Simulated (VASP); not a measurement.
Method: PBEsol GGA, VASP's PBE PAW potentials (set 64) (plane waves; VASP).

The input files of a VASP run:

INCAR:
```
! general
SYSTEM =CdTe
PREC   =Accurate
ENCUT  =400   ! plane-wave cut-off (eV)
LREAL  =F
LASPH  =T   ! aspherical one-centre terms

! electronic loop
EDIFF  =1E-6   ! SCF stop (eV)
NELM   =100
ALGO   =Normal   ! blocked Davidson
LMAXMIX=4

! smearing
ISMEAR =0
SIGMA  =0.05   ! width (eV)

! functional
GGA    =PS   ! PBEsol

! ions
IBRION =2   ! conjugate gradients
NSW    =60
ISIF   =3
EDIFFG =-0.01   ! ionic stop

! output
LWAVE  =F
LCHARG =F
```

File KPOINTS:
```
Automatic mesh
0
Gamma
  6 6 6
0 0 0
```

File POSCAR:
```
CdTe
1
    0.0000000000     3.2562560000     3.2562560000
    3.2562560000     0.0000000000     3.2562560000
    3.2562560000     3.2562560000     0.0000000000
Cd Te
1 1
Direct
  0.0000000000   0.0000000000   0.0000000000
  0.2500000000   0.2500000000   0.2500000000
```

POTCAR, in this order: Cd Te (PBE.64 set). Program: vasp_std.

Output

File OSZICAR:
```
       N       E                     dE             d eps       ncg     rms          rms(c)
DAV:   1     0.917580458911E+02    0.91758E+02   -0.73273E+03   416   0.975E+02
DAV:   2    -0.210954832003E+01   -0.93868E+02   -0.90294E+02   491   0.256E+02
DAV:   3    -0.570538124184E+01   -0.35958E+01   -0.35894E+01   501   0.541E+01
DAV:   4    -0.574061823551E+01   -0.35237E-01   -0.35235E-01   579   0.455E+00
DAV:   5    -0.574070969957E+01   -0.91464E-04   -0.91464E-04   521   0.216E-01    0.551E+00
DAV:   6    -0.550180020937E+01    0.23891E+00   -0.53639E-01   466   0.100E+01    0.456E+00
DAV:   7    -0.548351812582E+01    0.18282E-01   -0.11172E-01   471   0.251E+00    0.185E+00
DAV:   8    -0.548250153592E+01    0.10166E-02   -0.99981E-03   446   0.139E+00    0.526E-01
DAV:   9    -0.548246819754E+01    0.33338E-04   -0.79374E-04   486   0.330E-01    0.122E-01
DAV:  10    -0.548250086596E+01   -0.32668E-04   -0.11818E-04   446   0.112E-01    0.545E-02
DAV:  11    -0.548252590915E+01   -0.25043E-04   -0.48816E-05   449   0.458E-02    0.350E-02
DAV:  12    -0.548252407647E+01    0.18327E-05   -0.44304E-06   496   0.163E-02    0.181E-02
DAV:  13    -0.548252399304E+01    0.83432E-07   -0.40589E-07   258   0.433E-03
   1 F= -.54825240E+01 E0= -.54825240E+01  d E =-.548252E+01
       N       E                     dE             d eps       ncg     rms          rms(c)
DAV:   1    -0.553565280654E+01   -0.53129E-01   -0.10449E+00   461   0.134E+01    0.162E+00
DAV:   2    -0.548914696730E+01    0.46506E-01   -0.13090E-01   456   0.572E+00    0.519E-01
DAV:   3    -0.548462680757E+01    0.45202E-02   -0.11410E-02   431   0.113E+00    0.425E-01
DAV:   4    -0.548399902395E+01    0.62778E-03   -0.12207E-03   451   0.293E-01    0.819E-02
DAV:   5    -0.548397129514E+01    0.27729E-04   -0.12669E-04   426   0.150E-01    0.614E-02
DAV:   6    -0.548397597762E+01   -0.46825E-05   -0.38313E-05   434   0.655E-02    0.192E-02
DAV:   7    -0.548397476776E+01    0.12099E-05   -0.31936E-06   466   0.223E-02    0.445E-03
DAV:   8    -0.548397507960E+01   -0.31184E-06   -0.46588E-07   293   0.534E-03
   2 F= -.54839751E+01 E0= -.54839751E+01  d E =-.145109E-02
       N       E                     dE             d eps       ncg     rms          rms(c)
DAV:   1    -0.548692541398E+01   -0.29506E-02   -0.57213E-02   456   0.316E+00    0.395E-01
DAV:   2    -0.548443495325E+01    0.24905E-02   -0.67698E-03   451   0.131E+00    0.130E-01
DAV:   3    -0.548417609872E+01    0.25885E-03   -0.63720E-04   436   0.276E-01    0.108E-01
DAV:   4    -0.548413303826E+01    0.43060E-04   -0.69267E-05   456   0.689E-02    0.201E-02
DAV:   5    -0.548413003628E+01    0.30020E-05   -0.77496E-06   416   0.373E-02    0.145E-02
DAV:   6    -0.548412962074E+01    0.41554E-06   -0.18317E-06   301   0.145E-02
   3 F= -.54841296E+01 E0= -.54841296E+01  d E =-.160563E-02
```

OUTCAR:
```
------------------------ aborting loop because EDIFF is reached ----------------------------------------
  FORCE on cell =-STRESS in cart. coord.  units (eV):
  Direction    XX          YY          ZZ          XY          YZ          ZX
  --------------------------------------------------------------------------------------
  Total        0.0109809      0.0109809      0.0109809     -0.0000000      0.0000000      0.0000000
  in kB        0.2581865      0.2581865      0.2581865     -0.0000000      0.0000000      0.0000000
  external PRESSURE =       0.2581865 kB  Pullay stress =       0.0000000 kB
  volume of cell :       68.14
      direct lattice vectors                 reciprocal lattice vectors
    -0.000000000  3.241869438  3.241869438    -0.154231998  0.154231998  0.154231998
     3.241869438  0.000000000  3.241869438     0.154231998 -0.154231998  0.154231998
     3.241869438  3.241869438 -0.000000000     0.154231998  0.154231998 -0.154231998
  FREE ENERGIE OF THE ION-ELECTRON SYSTEM (eV)
  ---------------------------------------------------
  free  energy   TOTEN  =        -5.4841296207 eV

  energy  without entropy=       -5.4841296207  energy(sigma->0) =       -5.48412962

 reached required accuracy - stopping structural energy minimisation
```
(Selected blocks of OUTCAR.)

### CONTCAR
```
CdTe
   1.00000000000000
    -0.0000000000000000    3.2418694379491040    3.2418694379491040
     3.2418694379491040    0.0000000000000000    3.2418694379491040
     3.2418694379491040    3.2418694379491040   -0.0000000000000000
  Cd              Te
     1     1
Direct
     0.0000000000000000    0.0000000000000000    0.0000000000000000
     0.2500000000000000    0.2500000000000000    0.2500000000000000
```

### OUTCAR
```
 val. band max:        2.2035142878   @ k =   0.0000   0.0000   0.0000

 cond. band min:       2.8586792063   @ k =   0.0000   0.0000   0.0000


 Fermi energy:         2.4722030495

 k-point     1 :       0.0000    0.0000    0.0000
  band No.  band energies     occupation
      1      -9.0014      2.00000
      2      -6.0510      2.00000
      3      -6.0510      2.00000
      4      -6.0510      2.00000
      5      -5.7871      2.00000
      6      -5.7871      2.00000
      7       2.2035      2.00000
      8       2.2035      2.00000
      9       2.2035      2.00000
     10       2.8587      0.00000
     11       6.7472      0.00000
     12       6.7472      0.00000
     13       6.7472      0.00000

 k-point     2 :       0.1667    0.0000    0.0000
  band No.  band energies     occupation
      1      -8.9000      2.00000
      2      -6.0324      2.00000
      3      -6.0324      2.00000
      4      -5.9697      2.00000
      5      -5.7886      2.00000
      6      -5.7886      2.00000
      7       0.4290      2.00000
      8       1.9727      2.00000
      9       1.9727      2.00000
     10       3.9793      0.00000
     11       6.8453      0.00000
     12       7.0874      0.00000
     13       7.0874      0.00000

 k-point     3 :       0.3333    0.0000    0.0000
  band No.  band energies     occupation
      1      -8.6963      2.00000
      2      -6.0000      2.00000
      3      -6.0000      2.00000
      4      -5.7845      2.00000
      5      -5.7845      2.00000
      6      -5.6925      2.00000
      7      -1.4185      2.00000
      8       1.5879      2.00000
      9       1.5879      2.00000
     10       4.0431      0.00000
     11       7.3696      0.00000
     12       7.3696      0.00000
     13       8.3607      0.00000

 k-point     4 :       0.5000    0.0000    0.0000
  band No.  band energies     occupation
      1      -8.5960      2.00000
      2      -5.9873      2.00000
      3      -5.9873      2.00000
...
```

Unless said otherwise, spin-orbit coupling is left out, though it shifts the bands of the heavy elements here.

The structure was generated: CdTe was put into the zinc blende type (F-43m), which need not be its known phase. This run relaxes it. Symmetry was kept, so distortions that lower it aren't found.
